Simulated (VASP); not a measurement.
# AgRh (P-6m2) in VASP: equation of state

How stiff is AgRh in PBEsol, and what volume does it want? The cell is scaled to several volumes.

Everything below comes from runs of VASP 6.6.1. Logs are shortened: lines on timing, memory, paths and dates and some standing lists are left out, and cuts for length are marked.

### Step 1. Starting point

Symmetry: P-6m2, No. 187, hexagonal system. Conventional cell: a = 2.778 Å, b = 2.778 Å, c = 4.809 Å, α = 90.00°, β = 90.00°, γ = 120.00°. Ag (site symmetry -6m2) is surrounded by 6 Ag at 2.78 Å and 6 Rh at 2.89 Å. Around Rh (site symmetry -6m2) lie 6 Rh at 2.78 Å and 6 Ag at 2.89 Å.

The cell comes from a database or a generator and needn't be the stable form of this composition.

### Step 2. Equation of state, PBEsol, 15.10 Å³/atom (volume scaled by 0.94)

Contents of INCAR:

```
  ALGO = Normal
  EDIFF = 1E-7
  ENCUT = 520
  GGA = PS
  ISIF = 2
  ISMEAR = -1
  LASPH = True
  LCHARG = False
  LREAL = False
  LWAVE = False
  NBANDS = 20
  NELM = 60
  PREC = Accurate
  SIGMA = 0.05
```

Contents of KPOINTS:

```
k-points
0
Gamma
  11 11 6
```

Contents of POSCAR:

```
AgRh
1.0
    2.7208868163      0.0000000000      0.0000000000
   -1.3604434081      2.3563571037      0.0000000000
    0.0000000000      0.0000000000      4.7104397215
Ag Rh
1 1
Direct
    0.0000000000      0.0000000000      0.5000000000
    0.6666666667      0.3333333333      0.0000000000
```

Potentials or basis: VASP PAW PBE potentials, release 64 (Ag, Rh_pv).

Command:

```bash
$ cat potpaw_PBE.64/Ag/POTCAR potpaw_PBE.64/Rh_pv/POTCAR > POTCAR
$ mpirun -np 1 vasp_std > vasp.out
```

OUTCAR:

```text
EDIFF = 1E-7
   ENCUT = 520
   GGA = PS
   ISIF = 2
   ISMEAR = -1
   LASPH = True
   LREAL = False
   NELM = 60
   PREC = Accurate

 Found     64 irreducible k-points:

 Following reciprocal coordinates:
            Coordinates               Weight
  0.000000  0.000000  0.000000      1.000000
  0.090909  0.000000  0.000000      6.000000
  0.181818  0.000000  0.000000      6.000000
  0.272727  0.000000  0.000000      6.000000
  0.363636  0.000000  0.000000      6.000000
  0.454545  0.000000  0.000000      6.000000
   k-points           NKPTS =     64   k-points in BZ     NKDIM =     64   number of bands    NBANDS=     20
   number of dos      NEDOS =    301   number of ions     NIONS =      2
   total plane-waves  NPLWV =  14400
   dimension x,y,z NGX =    20 NGY =   20 NGZ =   36
   dimension x,y,z NGXF=    40 NGYF=   40 NGZF=   72
   ions per type =               1   1
   NGX,Y,Z   is equivalent  to a cutoff of  12.22, 12.22, 12.71 a.u.
   NGXF,Y,Z  is equivalent  to a cutoff of  24.44, 24.44, 25.41 a.u.
 SYSTEM =  unknown system
   PREC   = accura    normal or accurate (medium, high low for compatibility)
   ISTART =      0    job   : 0-new  1-cont  2-samecut
   ICHARG =      2    charge: 1-file 2-atom 10-const
   ISPIN  =      1    spin polarized calculation?
   LNONCOLLINEAR =      F non collinear calculations
   LSORBIT =      F    spin-orbit coupling
   LASPH  =      T    aspherical Exc in radial PAW
   ENCUT  =  520.0 eV  38.22 Ry    6.18 a.u.   5.06  5.06  8.76*2*pi/ulx,y,z
   NELM   =     60;   NELMIN=  2; NELMDL= -5     # of ELM steps
   EDIFF  = 0.1E-06   stopping-criterion for ELM
   LREAL  =      F    real-space projection
   EDIFFG = 0.1E-05   stopping-criterion for IOM
   NSW    =      0    number of steps for IOM
   IBRION =     -1    ionic relax: 0-MD 1-quasi-New 2-CG
   NFREE  =      0    steps in history (QN), initial steepest desc. (CG)
   ISIF   =      2    stress and relaxation
   ISYM   =      2    0-nonsym 1-usesym 2-fastsym
   POTIM  = 0.5000    time-step for ionic-motion
   TEBEG  =    0.0;   TEEND  =   0.0 temperature during run
   PSTRESS=    0.0 pullay stress
   NELECT =      26.0000    total number of electrons
   NUPDOWN=      -1.0000    fix difference up-down
   EMIN   =  10.00;   EMAX   =-10.00  energy-range for DOS
   EFERMI =   0.00;   METHOD = LEGACY
   ISMEAR =    -1;   SIGMA  =   0.05  broadening in eV -4-tet -1-fermi 0-gaus
   EFERMI_NEDOS =   21; number of points for ismear=-14 and -15
   IALGO  =     38    algorithm
   IMIX   =      4    mixing-type and parameters
     AMIX     =   0.40;   BMIX     =  1.00
     AMIX_MAG =   1.60;   BMIX_MAG =  1.00
  volume/ion in A,a.u.               =      15.10       101.90
  Fermi-wavevector in a.u.,A,eV,Ry     =   1.557381  2.943024 33.000064  2.425436
  Thomas-Fermi vector in A             =   2.661040
   LORBIT       =      0    0 simple, 1 ext, 2 COOP (PROOUT), +10 PAW based schemes
   GGA     = PS    functional components
   LHFCALC =     F    Hartree Fock is set to
   AEXX    =    0.0000 exact exchange contribution
   IVDW    =     0    specifies the selected vdW correction
   LEPSILON=     F    determine dielectric tensor
   LRPA    =     F    only Hartree local field effects (RPA)
 non-spin polarized calculation
  energy-cutoff  :      520.00
  volume of cell :       30.20
 maximum number of plane-waves:       829
   NGX = 11   NGY = 11   NGZ = 17

 number of electron      26.0000004 magnetization

 Free energy of the ion-electron system (eV)
  ---------------------------------------------------
  ext. energy  EPLUGINS =         0.00000000
  ---------------------------------------------------
  free energy    TOTEN  =       -10.90550631 eV

  energy without entropy =      -10.88188588  energy(sigma->0) =      -10.89369609

 E-fermi :   9.5947     XC(G=0): -13.3715

 val. band max:        9.5703900604   @ k =   0.0000   0.0000   0.0000
 cond. band min:       9.6171451074   @ k =   0.2727   0.0000   0.0000
 fundamental gap:      0.0467550470
 Fermi energy:         9.5947401844

 k-point     1 :       0.0000    0.0000    0.0000
  band No.  band energies     occupation
      1     -36.1327      2.00000
      2     -36.0801      2.00000
      3     -36.0801      2.00000
      4       1.9240      2.00000
      5       3.4733      2.00000
      6       5.1393      2.00000
[... 12 lines left out ...]
     19      28.5879      0.00000
     20      31.0098      0.00000

 k-point     2 :       0.0909    0.0000    0.0000
  band No.  band energies     occupation
      1     -36.1272      2.00000
      2     -36.1205      2.00000
      3     -36.0897      2.00000
      4       2.1980      2.00000
      5       3.6423      2.00000
      6       5.0216      2.00000
[... 12 lines left out ...]
     19      28.3113      0.00000
     20      30.0103      0.00000

 k-point     3 :       0.1818    0.0000    0.0000
  band No.  band energies     occupation
      1     -36.2281      2.00000
      2     -36.1155      2.00000
      3     -36.1126      2.00000
      4       2.9289      2.00000
      5       4.0003      2.00000
      6       4.8713      2.00000
[... 12 lines left out ...]
     19      28.0733      0.00000
     20      28.1673      0.00000

 k-point     4 :       0.2727    0.0000    0.0000
  band No.  band energies     occupation
      1     -36.3671      2.00000
      2     -36.1492      2.00000
      3     -36.0934      2.00000
      4       3.5422      2.00000
      5       4.2459      2.00000
      6       4.8006      2.00000
[... 12 lines left out ...]
     19      26.1804      0.00000
     20      28.0523      0.00000

 k-point     5 :       0.3636    0.0000    0.0000
  band No.  band energies     occupation
      1     -36.4931      2.00000
      2     -36.1800      2.00000
      3     -36.0758      2.00000
      4       3.4174      2.00000
      5       4.2721      2.00000
      6       4.5236      2.00000
[... 12 lines left out ...]
     19      24.2267      0.00000
     20      25.2007      0.00000

 k-point     6 :       0.4545    0.0000    0.0000
  band No.  band energies     occupation
      1     -36.5672      2.00000
      2     -36.1982      2.00000
      3     -36.0652      2.00000
      4       3.2525      2.00000
      5       3.9932      2.00000
      6       4.5562      2.00000
[... 12 lines left out ...]
     19      22.6818      0.00000
     20      22.8709      0.00000

 [... further k-points ...]

------------------------ aborting loop because EDIFF is reached ----------------------------------------

  FORCE on cell =-STRESS in cart. coord.  units (eV):
  Direction    XX          YY          ZZ          XY          YZ          ZX
  --------------------------------------------------------------------------------------
  -------------------------------------------------------------------------------------
  Total       -0.0866655     -0.0866655     -0.4444895     -0.0000000     -0.0000000      0.0000000
  in kB       -4.5977324     -4.5977324    -23.5808301     -0.0000000     -0.0000000      0.0000000
  external PRESSURE =     -10.9254316 kB  Pullay stress =       0.0000000 kB

 VOLUME and BASIS-vectors are now :
 -----------------------------------------------------------------------------
  energy-cutoff  :      520.00
  volume of cell :       30.20
      direct lattice vectors                 reciprocal lattice vectors
     2.720886816  0.000000000  0.000000000     0.367527232  0.212191946  0.000000000
    -1.360443408  2.356357104  0.000000000     0.000000000  0.424383893  0.000000000
     0.000000000  0.000000000  4.710439722     0.000000000  0.000000000  0.212294405

 POSITION                                       TOTAL-FORCE (eV/Angst)
 -----------------------------------------------------------------------------------
      0.00000      0.00000      2.35522        -0.000000      0.000000      0.000000
      1.36044      0.78545      0.00000         0.000000     -0.000000      0.000000
 -----------------------------------------------------------------------------------
    total drift:                                0.000000     -0.000000      0.000000

  FREE ENERGIE OF THE ION-ELECTRON SYSTEM (eV)
  ---------------------------------------------------
  free  energy   TOTEN  =       -10.9055063052 eV

  energy  without entropy=      -10.8818858753  energy(sigma->0) =      -10.89369609
```

Run time: 18 s. Hardware: 1 thread of Intel Xeon Platinum 8488C (Sapphire Rapids), shared host; peak memory 0.16 GiB.

What came out:

| Property | Result |
| --- | --- |
| Free energy | -10.9055 eV |
| Pressure | -1.1 GPa |
| Band gap on the k mesh | none (metal or under the smearing width) |

Caveat: the PAW data sets were made with another functional, which shifts forces and pressure a little.

### Step 3. Equation of state, PBEsol, 15.42 Å³/atom (volume scaled by 0.96)

INCAR is that of step 2.

KPOINTS is that of step 2.

Contents of POSCAR:

```
AgRh
1.0
    2.7400486223      0.0000000000      0.0000000000
   -1.3700243112      2.3729517146      0.0000000000
    0.0000000000      0.0000000000      4.7436129252
Ag Rh
1 1
Direct
    0.0000000000      0.0000000000      0.5000000000
    0.6666666667      0.3333333333      0.0000000000
```

Potentials or basis: VASP PAW PBE potentials, release 64 (Ag, Rh_pv).

Command:

```bash
$ cat potpaw_PBE.64/Ag/POTCAR potpaw_PBE.64/Rh_pv/POTCAR > POTCAR
$ mpirun -np 1 vasp_std > vasp.out
```

Run time: 18 s. Hardware: 1 thread of Intel Xeon Platinum 8488C (Sapphire Rapids), shared host; peak memory 0.16 GiB.

It converged, with:

| Property | Result |
| --- | --- |
| Free energy | -10.8941 eV |
| Pressure | -4.8 GPa |
| Band gap on the k mesh | none (metal or under the smearing width) |

Caveat: the PAW data sets were made with another functional, which shifts forces and pressure a little.

### Step 4. Equation of state, PBEsol, 15.74 Å³/atom (volume scaled by 0.98)

INCAR is that of step 3.

KPOINTS is that of step 3.

Contents of POSCAR:

```
AgRh
1.0
    2.7589461066      0.0000000000      0.0000000000
   -1.3794730533      2.3893174160      0.0000000000
    0.0000000000      0.0000000000      4.7763285309
Ag Rh
1 1
Direct
    0.0000000000      0.0000000000      0.5000000000
    0.6666666667      0.3333333333      0.0000000000
```

Command:

```bash
$ cat potpaw_PBE.64/Ag/POTCAR potpaw_PBE.64/Rh_pv/POTCAR > POTCAR
$ mpirun -np 1 vasp_std > vasp.out
```

It took 18 s on 1 thread of Intel Xeon Platinum 8488C (Sapphire Rapids), shared host; peak memory 0.17 GiB.

The run converged. Its results:

```
Free energy            : -10.8689 eV
Pressure               : -8.0 GPa
Band gap on the k mesh : none (metal or under the smearing width)
```

Caveat: the PAW data sets were made with another functional, which shifts forces and pressure a little.

### Step 5. Equation of state, PBEsol, 16.39 Å³/atom (volume scaled by 1.02)

INCAR is that of step 4.

KPOINTS is that of step 4.

Contents of POSCAR:

```
AgRh
1.0
    2.7959833597      0.0000000000      0.0000000000
   -1.3979916799      2.4213926181      0.0000000000
    0.0000000000      0.0000000000      4.8404479744
Ag Rh
1 1
Direct
    0.0000000000      0.0000000000      0.5000000000
    0.6666666667      0.3333333333      0.0000000000
```

Command:

```bash
$ cat potpaw_PBE.64/Ag/POTCAR potpaw_PBE.64/Rh_pv/POTCAR > POTCAR
$ mpirun -np 1 vasp_std > vasp.out
```

Run time: 18 s. Hardware: 1 thread of Intel Xeon Platinum 8488C (Sapphire Rapids), shared host; peak memory 0.18 GiB.

The run converged. Its results:

```
Free energy            : -10.7841 eV
Pressure               : -13.2 GPa
Band gap on the k mesh : none (metal or under the smearing width)
```

Caveat: the PAW data sets were made with another functional, which shifts forces and pressure a little.

### Step 6. Equation of state, PBEsol, 16.71 Å³/atom (volume scaled by 1.04)

INCAR is that of step 5.

KPOINTS is that of step 5.

Contents of POSCAR:

```
AgRh
1.0
    2.8141396046      0.0000000000      0.0000000000
   -1.4070698023      2.4371163874      0.0000000000
    0.0000000000      0.0000000000      4.8718803355
Ag Rh
1 1
Direct
    0.0000000000      0.0000000000      0.5000000000
    0.6666666667      0.3333333333      0.0000000000
```

Potentials or basis: VASP PAW PBE potentials, release 64 (Ag, Rh_pv).

Command:

```bash
$ cat potpaw_PBE.64/Ag/POTCAR potpaw_PBE.64/Rh_pv/POTCAR > POTCAR
$ mpirun -np 1 vasp_std > vasp.out
```

Wall time 18 s (1 thread of Intel Xeon Platinum 8488C (Sapphire Rapids), shared host); peak memory 0.18 GiB.

Results (log left out):

```
Free energy            : -10.7274 eV
Pressure               : -15.3 GPa
Band gap on the k mesh : none (metal or under the smearing width)
```

Caveat: the PAW data sets were made with another functional, which shifts forces and pressure a little.

### Step 7. Equation of state, PBEsol, 17.03 Å³/atom (volume scaled by 1.06)

INCAR is that of step 6.

KPOINTS is that of step 6.

Contents of POSCAR:

```
AgRh
1.0
    2.8320645439      0.0000000000      0.0000000000
   -1.4160322720      2.4526398402      0.0000000000
    0.0000000000      0.0000000000      4.9029122571
Ag Rh
1 1
Direct
    0.0000000000      0.0000000000      0.5000000000
    0.6666666667      0.3333333333      0.0000000000
```

Potentials or basis: VASP PAW PBE potentials, release 64 (Ag, Rh_pv).

Command:

```bash
$ cat potpaw_PBE.64/Ag/POTCAR potpaw_PBE.64/Rh_pv/POTCAR > POTCAR
$ mpirun -np 1 vasp_std > vasp.out
```

OUTCAR:

```text
EDIFF = 1E-7
   ENCUT = 520
   GGA = PS
   ISIF = 2
   ISMEAR = -1
   LASPH = True
   LREAL = False
   NELM = 60
   PREC = Accurate

 Found     64 irreducible k-points:

 Following reciprocal coordinates:
            Coordinates               Weight
  0.000000  0.000000  0.000000      1.000000
  0.090909  0.000000  0.000000      6.000000
  0.181818 -0.000000  0.000000      6.000000
  0.272727  0.000000  0.000000      6.000000
  0.363636  0.000000  0.000000      6.000000
[... 215 lines left out ...]
------------------------ aborting loop because EDIFF is reached ----------------------------------------

  FORCE on cell =-STRESS in cart. coord.  units (eV):
  Direction    XX          YY          ZZ          XY          YZ          ZX
  --------------------------------------------------------------------------------------
  -------------------------------------------------------------------------------------
  Total       -3.7107824     -3.7107824     -3.4608343      0.0000000     -0.0000000     -0.0000000
  in kB     -174.5761929   -174.5761929   -162.8172246      0.0000000     -0.0000000     -0.0000000
  external PRESSURE =    -170.6565368 kB  Pullay stress =       0.0000000 kB

 VOLUME and BASIS-vectors are now :
 -----------------------------------------------------------------------------
  energy-cutoff  :      520.00
  volume of cell :       34.06
      direct lattice vectors                 reciprocal lattice vectors
     2.832064544  0.000000000  0.000000000     0.353099297  0.203861974  0.000000000
    -1.416032272  2.452639840  0.000000000     0.000000000  0.407723949  0.000000000
     0.000000000  0.000000000  4.902912257     0.000000000  0.000000000  0.203960411

 POSITION                                       TOTAL-FORCE (eV/Angst)
 -----------------------------------------------------------------------------------
      0.00000      0.00000      2.45146        -0.000000      0.000000      0.000000
      1.41603      0.81755      0.00000         0.000000      0.000000      0.000000
 -----------------------------------------------------------------------------------
    total drift:                               -0.000000      0.000000      0.000000

  FREE ENERGIE OF THE ION-ELECTRON SYSTEM (eV)
  ---------------------------------------------------
  free  energy   TOTEN  =       -10.6629259549 eV

  energy  without entropy=      -10.6355704177  energy(sigma->0) =      -10.64924819
```

OSZICAR:

```text
N       E                     dE             d eps       ncg     rms          rms(c)
DAV:   1     0.213911506395E+03    0.21391E+03   -0.15616E+04  2568   0.138E+03
DAV:   2    -0.733069630095E+01   -0.22124E+03   -0.21471E+03  2656   0.371E+02
DAV:   3    -0.115553660769E+02   -0.42247E+01   -0.41963E+01  2880   0.576E+01
DAV:   4    -0.115788408427E+02   -0.23475E-01   -0.23472E-01  2820   0.427E+00
DAV:   5    -0.115791817461E+02   -0.34090E-03   -0.34090E-03  2904   0.539E-01    0.863E+00
DAV:   6    -0.107109574606E+02    0.86822E+00   -0.31267E+00  2740   0.198E+01    0.516E+00
DAV:   7    -0.106879737128E+02    0.22984E-01   -0.41781E-01  2704   0.629E+00    0.225E+00
DAV:   8    -0.106706553512E+02    0.17318E-01   -0.18128E-01  2692   0.421E+00    0.172E+00
DAV:   9    -0.106630036245E+02    0.76517E-02   -0.24749E-02  2820   0.139E+00    0.114E-01
DAV:  10    -0.106629401216E+02    0.63503E-04   -0.75328E-04  2804   0.178E-01    0.461E-02
DAV:  11    -0.106629264376E+02    0.13684E-04   -0.94304E-05  2852   0.885E-02    0.745E-03
DAV:  12    -0.106629260158E+02    0.42178E-06   -0.17199E-06  2840   0.142E-02    0.318E-03
DAV:  13    -0.106629259549E+02    0.60861E-07   -0.19862E-07  2360   0.428E-03
   1 F= -.10662926E+02 E0= -.10649248E+02  d E =-.273555E-01
```

stdout:

```text
POSCAR found type information on POSCAR AgRh
 POSCAR found :  2 types and       2 ions
 scaLAPACK will be used
 -----------------------------------------------------------------------------
|                                                                             |
|                                                                             |
|     You enforced a specific xc type in the INCAR file but a different       |
|     I HOPE YOU KNOW WHAT YOU ARE DOING!                                     |
|                                                                             |
 -----------------------------------------------------------------------------

 LDA part: xc-table for (Slater+PW92), standard interpolation
 POSCAR, INCAR and KPOINTS ok, starting setup
 FFT: planning ... GRIDC
 FFT: planning ... GRID_SOFT
 FFT: planning ... GRID
 WAVECAR not read
 entering main loop
```

Run time: 18 s. Hardware: 1 thread of Intel Xeon Platinum 8488C (Sapphire Rapids), shared host; peak memory 0.18 GiB.

What came out:

| Property | Result |
| --- | --- |
| Free energy | -10.6629 eV |
| Pressure | -17.1 GPa |
| Band gap on the k mesh | none (metal or under the smearing width) |

Caveat: the PAW data sets were made with another functional, which shifts forces and pressure a little.

### Step 8. Equation of state, PBEsol

Potentials or basis: VASP PAW PBE potentials, release 64 (Ag, Rh_pv).

This step only gathers the single runs of the series.

What came out:

- Equilibrium volume: 15.02 Å³/atom (rough: see the caveat)
- Bulk modulus at fixed shape and positions: 190 GPa (rough)

Energy against volume, from the lowest point:
```tsv
volume (Å³/atom)	energy (meV/atom)
15.100	0.00
15.421	5.72
15.743	18.30
16.064	36.90
16.385	60.71
16.707	89.04
17.028	121.29
```

Caveat: the minimum lies outside the volumes run; the cell was scaled at fixed shape and fractional positions, which overstates the stiffness of a crystal with free parameters, most of all of layers and chains; the PAW data sets were made with another functional, which shifts forces and pressure a little.
